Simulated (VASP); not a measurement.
Here is the system:

```
CELL_PARAMETERS angstrom
     -1.99025     1.99025     3.88593
      1.99025    -1.99025     3.88593
      1.99025     1.99025    -3.88593
ATOMIC_POSITIONS crystal
  Be 0.00000 0.00000 0.00000
  Be 0.75000 0.25000 0.50000
  Be 0.25000 0.75000 0.50000
  Zn 0.50000 0.50000 0.00000
  O  0.08352 0.08352 0.44126
  O  0.91648 0.35775 0.00000
  O  0.64225 0.64225 0.55874
  O  0.35775 0.91648 0.00000
```

The numbers are results of LDA (Ceperley-Alder, Perdew-Zunger), VASP's LDA PAW potentials (set 64) (plane waves; VASP 6.6.1), not measurements. Settings: 520 eV cut-off, 10×10×10 Γ-centred mesh, Gaussian smearing of 0.010 eV, potentials Be Zn O.

**Question.** Predict the energy per atom (σ→0), band gap (on the k-mesh) with the smallest direct gap where there is one.

**Answer.** 
```
Property                                     Result
-----------------------------------  --------------
band gap (on the k-mesh)                    4.64 eV
smallest direct gap (on the k-mesh)         4.64 eV
energy per atom (σ→0)                -7.146 eV/atom
```

The structure comes from a computed database's Be3ZnO4 entry (I-42m); how it stands against other phases isn't given here. It was relaxed first, which changed the volume by -6 %.
